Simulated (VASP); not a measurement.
Here is the system:

```
PtS2
1.0
    1.75721    -3.04357     0.00000
    1.75721     3.04357     0.00000
    0.00000     0.00000     7.37163
Pt S
1 2
Direct
  0.00000   0.00000   0.00000
  0.33333   0.66667   0.16345
  0.66667   0.33333   0.83655
```

Level of theory: revPBE GGA, VASP's PBE PAW potentials (set 64) (plane waves; VASP). Numerical set-up: 520 eV cut-off, 7×7×3 Γ-centred mesh, Gaussian smearing of 0.050 eV, potentials Pt S.

Without a dispersion term in the relaxation, distances and binding between the weakly bound layers, chains or molecules are unreliable, and so is what depends on them.

Problem. The ions and cell shape at fixed volume are relaxed. Which structure does the run end with?

Solution. 
```
PtS2
1.0
    1.79344    -3.10633     0.00000
    1.79344     3.10633     0.00000
    0.00000     0.00000     7.07680
Pt S
1 2
Cartesian
  0.00000   0.00000   7.07680
  1.79344   1.03545   1.22882
  1.79344  -1.03545   5.84798
```
Space group P-3m1 (164), at a tolerance of 0.03 Å.

Problem. How much energy does the relaxation gain?

Solution. The energy (σ→0) changes by -29.2 meV/atom, in 6 ionic steps.

The compound is PtS2 in the 1T layered structure. This cell is one point of a volume scan, at 0.94 of the reference volume. Symmetry was kept, so distortions that lower it aren't found.
